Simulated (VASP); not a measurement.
Output of a VASP run:

**OSZICAR**
```
       N       E                     dE             d eps       ncg     rms          rms(c)
DAV:   1     0.679601855809E+03    0.67960E+03   -0.29720E+04  1792   0.159E+03
DAV:   2    -0.113952913551E+02   -0.69100E+03   -0.67330E+03  1781   0.513E+02
DAV:   3    -0.786314826094E+02   -0.67236E+02   -0.65518E+02  2385   0.153E+02
DAV:   4    -0.811425900854E+02   -0.25111E+01   -0.24572E+01  2212   0.272E+01
DAV:   5    -0.812052655406E+02   -0.62675E-01   -0.60295E-01  2202   0.426E+00    0.479E+01
DAV:   6    -0.716326694935E+02    0.95726E+01   -0.25918E+02  2366   0.105E+02    0.192E+01
DAV:   7    -0.661273250637E+02    0.55053E+01   -0.81949E+01  2250   0.604E+01    0.102E+01
DAV:   8    -0.654834205236E+02    0.64390E+00   -0.54771E+00  2230   0.147E+01    0.305E+00
DAV:   9    -0.654435832915E+02    0.39837E-01   -0.43392E-01  2362   0.409E+00    0.695E-01
DAV:  10    -0.654407156217E+02    0.28677E-02   -0.31377E-02  2285   0.133E+00    0.213E-01
DAV:  11    -0.654405007040E+02    0.21492E-03   -0.24182E-03  2347   0.269E-01    0.585E-02
DAV:  12    -0.654404957452E+02    0.49588E-05   -0.20664E-04  2459   0.121E-01    0.201E-02
DAV:  13    -0.654404957832E+02   -0.37936E-07   -0.56017E-05  2455   0.373E-02    0.957E-03
DAV:  14    -0.654404950109E+02    0.77225E-06   -0.25682E-05  2192   0.265E-02    0.438E-03
DAV:  15    -0.654404953069E+02   -0.29596E-06   -0.68974E-06  1297   0.101E-02
   1 F= -.65440495E+02 E0= -.65251243E+02  d E =-.378505E+00
```

File OUTCAR:
```
------------------------ aborting loop because EDIFF is reached ----------------------------------------
  FORCE on cell =-STRESS in cart. coord.  units (eV):
  Direction    XX          YY          ZZ          XY          YZ          ZX
  --------------------------------------------------------------------------------------
  Total        7.4418477      7.4418435      8.3061993      0.0000000     -0.0000000      0.0000000
  in kB      143.2407558    143.2406754    159.8778035      0.0000000     -0.0000000      0.0000000
  external PRESSURE =     148.7864116 kB  Pullay stress =       0.0000000 kB
  volume of cell :       83.24
      direct lattice vectors                 reciprocal lattice vectors
     2.782724000  0.000000000  0.000000000     0.359360109  0.207476714  0.000000000
    -1.391362000  2.409909000  0.000000000     0.000000000  0.414953428  0.000000000
     0.000000000  0.000000000 12.412349000     0.000000000  0.000000000  0.080564928
 POSITION                                       TOTAL-FORCE (eV/Angst)
 -----------------------------------------------------------------------------------
      1.39136      0.80330      3.10309         0.000000      0.000000      0.000000
     -0.00000      1.60661      9.30926         0.000000     -0.000000      0.000000
     -0.00000      1.60661      5.15038        -0.000000      0.000000     -0.584103
      1.39136      0.80330      7.26197         0.000000     -0.000000      0.584103
      1.39136      0.80330     11.35655         0.000000     -0.000000     -0.584103
     -0.00000      1.60661      1.05579        -0.000000     -0.000000      0.584103
      0.00000      0.00000      6.20617         0.000000     -0.000000      0.000000
      0.00000      0.00000      0.00000         0.000000     -0.000000      0.000000
 -----------------------------------------------------------------------------------
    total drift:                               -0.000834      0.000377     -0.000048
  FREE ENERGIE OF THE ION-ELECTRON SYSTEM (eV)
  ---------------------------------------------------
  free  energy   TOTEN  =       -65.4404953069 eV

  energy  without entropy=      -65.0619902158  energy(sigma->0) =      -65.25124276
```
(Selected blocks of OUTCAR.)

**POSCAR**
```
AlCr2C
1
    2.7827240000     0.0000000000     0.0000000000
   -1.3913620000     2.4099090000     0.0000000000
    0.0000000000     0.0000000000    12.4123490000
Al Cr C
2 4 2
Direct
  0.6666670000   0.3333330000   0.2500000000
  0.3333330000   0.6666670000   0.7500000000
  0.3333330000   0.6666670000   0.4149400000
  0.6666670000   0.3333330000   0.5850600000
  0.6666670000   0.3333330000   0.9149400000
  0.3333330000   0.6666670000   0.0850600000
  0.0000000000   0.0000000000   0.5000000000
  0.0000000000   0.0000000000   0.0000000000
```

Question: Reconstruct the remaining input files.

Answer: Several could match; the one computed here: the input of the run itself, PBE GGA, plane waves, VASP's PBE PAW potentials (set 64).

### INCAR
```
ALGO=Normal
EDIFF=1E-6
ENCUT=400
GGA=PE
ISIF=2
ISMEAR=-1
LASPH=.True.
LCHARG=.False.
LMAXMIX=4
LREAL=.False.
LWAVE=.False.
NELM=100
PREC=Accurate
SIGMA=0.136
SYSTEM=AlCr2C
```

KPOINTS:
```
Regular mesh
0
Gamma
  9 9 2
```

POTCAR, in this order: Al Cr_pv C (PBE.64 set). Program: vasp_std.

At this cut-off the stress carries a Pulay error, which pulls relaxed volumes low.

The structure comes from a computed database's AlCr2C entry; how it stands against other phases isn't given here. The cell was not relaxed at this level. The run is not spin-polarised, so no magnetic state was tried.
